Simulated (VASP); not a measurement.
A run of VASP 6.6.1 is set up as follows.

File INCAR:

```
  ALGO = Fast
  EDIFF = 1E-6
  ENCUT = 520
  GGA = PE
  ISIF = 2
  ISMEAR = 0
  LASPH = True
  LCHARG = False
  LREAL = False
  LWAVE = False
  NBANDS = 11
  NELM = 80
  PREC = Accurate
  SIGMA = 0.05
```

KPOINTS

```
k-points
0
Gamma
  14 14 14
```

Contents of POSCAR:

```
Si
1.0
    0.0000000000      2.7273716785      2.7273716785
    2.7273716785      0.0000000000      2.7273716785
    2.7273716785      2.7273716785      0.0000000000
Si
2
Direct
    0.5000000000      0.5000000000      0.5000000000
    0.7500000000      0.7500000000      0.7500000000
```

Potentials or basis: VASP PAW PBE potentials, release 64 (Si).

Run with:

```console
$ cat potpaw_PBE.64/Si/POTCAR > POTCAR
$ mpirun -np 1 vasp_std > vasp.out
```

Question: What does it give for the band gap on the k mesh?

Answer: 0.60 eV, indirect (least direct gap 2.56 eV).

Question: Estimate the pressure.

Answer: 0.7 GPa.

A k mesh can miss the band edges. A hybrid or GW would open this gap; PBE tends to underestimate it.
